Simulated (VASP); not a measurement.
SiC (zinc blende): the LDA gap over mesh and path against the volume, with the cell scaled uniformly; LDA's own equilibrium is at 10.159 Å³/atom. VASP (PAW), 520 eV cut-off, 12×12×12 Γ-centred mesh, Gaussian smearing of 0.050 eV, potentials Si C.  Fit the value as a straight line in ln V.

```tsv
V (Å³/atom)	LDA gap over mesh and path (eV)
8.94	1.167
9.245	1.201
9.549	1.232
9.854	1.262
10.159	1.289
10.464	1.314
```

**Question.** Fit the rows as the text says and predict the value at 10.768.

**Answer.** The slope against ln V is 0.94 eV, the volume deformation potential of this gap. The line misses the rows by up to 0.002 and gives 1.343 at 10.768. The run gave 1.337, -0.006 from the line.

Left out are failed runs and those whose mesh is unfit for this quantity.

The compound is SiC in the zinc blende structure.
